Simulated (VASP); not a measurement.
The system is Sc2InSb3.

```
CELL_PARAMETERS angstrom
-2.06500 2.92000 6.19500
2.06500 -2.92000 6.19500
2.06500 2.92000 -6.19500
ATOMIC_POSITIONS crystal
Sc 0.66670 0.66670 0.00000
Sc 0.33330 0.33330 0.00000
In 0.00000 0.00000 0.00000
Sb 0.50000 0.00000 0.50000
Sb 0.83330 0.33330 0.50000
Sb 0.16670 0.66670 0.50000
```

The cell was built by a generator and needn't be a form met in nature.

- Program: VASP 6.6.1
- Task: relaxation of cell and atoms
- Functional: PBE
- Potentials or basis: VASP PAW PBE potentials, release 64 (Sc_sv, In_d, Sb)
- Cutoff: 520 eV
- k mesh: 5 × 5 × 5
- Occupations: gaussian, width 0.15 eV
- Spin: no spin polarisation

At the start: pressure 6.3 GPa; volume 24.90 Å³/atom.

Where does the relaxation end?

Over 8 steps the energy falls by 57.2 meV/atom and the volume is 27.38 Å³/atom (+10.0 %); space group Immm (No. 71, to 0.05 Å).

Step by step:
| step | energy change (eV) | largest force (eV/Å) | pressure (GPa) | volume (Å³) |
| --- | --- | --- | --- | --- |
| 1 | 0.0000 | 0.6011 | 6.27 | 149.42 |
| 2 | -0.2346 | 0.4688 | -1.15 | 171.48 |
| 3 | -0.2820 | 0.4525 | -0.38 | 164.46 |
| 4 | -0.2821 | 0.4542 | -0.36 | 164.15 |
| 5 | -0.3103 | 0.3323 | -0.13 | 163.84 |
| 6 | -0.3308 | 0.1442 | 0.19 | 163.27 |
| 7 | -0.3420 | 0.0869 | -0.15 | 164.07 |
| 8 | -0.3431 | 0.0723 | -0.20 | 164.30 |

Final structure:
```cif
data_structure
_symmetry_space_group_name_H-M 'P 1'
_symmetry_Int_Tables_number 1
_cell_length_a 7.5405
_cell_length_b 7.5405
_cell_length_c 7.5405
_cell_angle_alpha 147.830
_cell_angle_beta 133.505
_cell_angle_gamma 57.663
_cell_volume 164.30
loop_
_atom_site_label
_atom_site_type_symbol
_atom_site_fract_x
_atom_site_fract_y
_atom_site_fract_z
_atom_site_occupancy
Sc1 Sc 0.66655 0.66655 0.00000 1
Sc2 Sc 0.33345 0.33345 0.00000 1
In1 In 0.00000 0.00000 0.00000 1
Sb1 Sb 0.50000 0.00000 0.50000 1
Sb2 Sb 0.82519 0.32519 0.50000 1
Sb3 Sb 0.17481 0.67481 0.50000 1
```

Caveat: the k mesh is coarse (spacing up to 0.37 Å⁻¹), so the values aren't converged.
